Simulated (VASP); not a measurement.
Computed with PBE GGA, VASP's PBE PAW potentials (set 64) (plane waves; VASP).

VASP ran on this input.

### POSCAR
```
Ce
1
    0.0000000000     2.3123850000     2.3123850000
    2.3123850000     0.0000000000     2.3123850000
    2.3123850000     2.3123850000     0.0000000000
Ce
1
Direct
  0.0000000000   0.0000000000   0.0000000000
```

### INCAR
```
# general
SYSTEM   =  Ce
PREC     =  Accurate
ENCUT    =  300
LREAL    =  F
LASPH    =  T

# electronic loop
EDIFF    =  1E-6
NELM     =  100
ALGO     =  Normal
LMAXMIX  =  6

# smearing
ISMEAR   =  -1
SIGMA    =  0.05

# functional
GGA      =  PE

# ions
ISIF     =  2

# output
LWAVE    =  F
LCHARG   =  F
```

**KPOINTS**
```
Automatic
0
Gamma
 12 12 12
```

POTCAR, in this order: Ce (PBE.64 set). Program: vasp_std.

What VASP printed:

File OSZICAR:
```
       N       E                     dE             d eps       ncg     rms          rms(c)
DAV:   1     0.814142270856E+02    0.81414E+02   -0.36400E+03  1448   0.101E+03
DAV:   2    -0.183282255874E+01   -0.83247E+02   -0.81421E+02  1936   0.195E+02
DAV:   3    -0.635535266761E+01   -0.45225E+01   -0.42232E+01  1872   0.609E+01
DAV:   4    -0.656623059501E+01   -0.21088E+00   -0.20423E+00  2606   0.113E+01
DAV:   5    -0.657415400894E+01   -0.79234E-02   -0.79072E-02  2590   0.196E+00    0.115E+01
DAV:   6    -0.631862143553E+01    0.25553E+00   -0.11735E+01  2178   0.252E+01    0.508E+00
DAV:   7    -0.599890788266E+01    0.31971E+00   -0.64508E+00  2486   0.204E+01    0.452E+00
DAV:   8    -0.593741149990E+01    0.61496E-01   -0.99592E-01  2238   0.793E+00    0.105E+00
DAV:   9    -0.593041491303E+01    0.69966E-02   -0.11146E-01  2608   0.287E+00    0.212E-01
DAV:  10    -0.593095338852E+01   -0.53848E-03   -0.38039E-03  2366   0.347E-01    0.148E-01
DAV:  11    -0.593101130158E+01   -0.57913E-04   -0.40573E-04  2446   0.200E-01    0.168E-01
DAV:  12    -0.593100340304E+01    0.78985E-05   -0.17689E-04  2696   0.123E-01    0.143E-02
DAV:  13    -0.593100186982E+01    0.15332E-05   -0.20368E-05  2634   0.393E-02    0.653E-03
DAV:  14    -0.593100159717E+01    0.27265E-06   -0.63975E-06  2576   0.196E-02
   1 F= -.59310016E+01 E0= -.59221840E+01  d E =-.176351E-01
```

OUTCAR:
```
------------------------ aborting loop because EDIFF is reached ----------------------------------------
  FORCE on cell =-STRESS in cart. coord.  units (eV):
  Direction    XX          YY          ZZ          XY          YZ          ZX
  --------------------------------------------------------------------------------------
  Total        0.4062178      0.4062178      0.4062178      0.0000000      0.0000000     -0.0000000
  in kB       26.3183751     26.3183751     26.3183751      0.0000000      0.0000000     -0.0000000
  external PRESSURE =      26.3183751 kB  Pullay stress =       0.0000000 kB
  volume of cell :       24.73
      direct lattice vectors                 reciprocal lattice vectors
     0.000000000  2.312385000  2.312385000    -0.216226969  0.216226969  0.216226969
     2.312385000  0.000000000  2.312385000     0.216226969 -0.216226969  0.216226969
     2.312385000  2.312385000  0.000000000     0.216226969  0.216226969 -0.216226969
 POSITION                                       TOTAL-FORCE (eV/Angst)
 -----------------------------------------------------------------------------------
      0.00000      0.00000      0.00000         0.000000      0.000000      0.000000
 -----------------------------------------------------------------------------------
    total drift:                                0.000000     -0.000000     -0.000000
  FREE ENERGIE OF THE ION-ELECTRON SYSTEM (eV)
  ---------------------------------------------------
  free  energy   TOTEN  =        -5.9310015972 eV

  energy  without entropy=       -5.9133664941  energy(sigma->0) =       -5.92218405
```
(Selected blocks of OUTCAR.)

At this cut-off the stress carries a Pulay error, which pulls relaxed volumes low.

The structure comes from a computed database's Ce entry; how it stands against other phases isn't given here. The cell was not relaxed at this level, and its volume differs by -5.9 % from the start's. The run is not spin-polarised, so no magnetic state was tried.
